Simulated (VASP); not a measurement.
Wanted: the native input for a VASP 6.6.1 run.

```yaml
Task: relaxation of cell and atoms
Functional: PBE
Potentials_or_basis: VASP PAW PBE potentials, release 64 (Cs_sv, As)
Cutoff: 600 eV
k_mesh: 6 × 6 × 6
Occupations: gaussian, width 0.05 eV
Spin: no spin polarisation
Further_INCAR_settings: ALGO = Normal; EDIFF = 1e-06; IBRION = 2; EDIFFG = -0.01; NSW = 60; ISIF = 3
```

The structure of CsAs lies in POSCAR:

```
CsAs
1.0
    4.2949400000      0.0000000000      0.0000000000
    0.0000000000      4.2949400000      0.0000000000
    0.0000000000      0.0000000000      4.2949400000
Cs As
1 1
Direct
    0.0000000000      0.0000000000      0.0000000000
    0.5000000000      0.5000000000      0.5000000000
```

The cell was built by a generator and needn't be a form met in nature.

The input as run:

INCAR

```
ALGO = Normal
EDIFF = 1E-6
EDIFFG = -0.01
ENCUT = 600
GGA = PE
IBRION = 2
ISIF = 3
ISMEAR = 0
LASPH = T
LCHARG = F
LREAL = F
LWAVE = F
NELM = 80
NSW = 60
PREC = Accurate
SIGMA = 0.05
```

KPOINTS

```
k-points
0
Gamma
  6 6 6
```

Potentials or basis: VASP PAW PBE potentials, release 64 (Cs_sv, As).

Launch:

```console
$ cat potpaw_PBE.64/Cs_sv/POTCAR potpaw_PBE.64/As/POTCAR > POTCAR
$ mpirun -np 1 vasp_std > vasp.out
```

Results of the run:

```
Relaxed volume                         : 39.55 Å³/atom
Relaxed cell                           : a = 4.293 Å, b = 4.293 Å, c = 4.293 Å, α = 90.00°, β = 90.00°, γ = 90.00°
Space group after relaxing (to 0.05 Å) : Pm-3m (No. 221)
Energy gained by relaxing              : 0.0 meV/atom
Ionic steps                            : 2
Pressure after relaxing                : 0.0 GPa
Band gap on the k mesh                 : none (metal or under the smearing width)
```

Run time: 22 s on 1 thread of Intel(R) Xeon(R) Platinum 8488C (Sapphire Rapids) (shared host), peak memory 0.22 GiB.
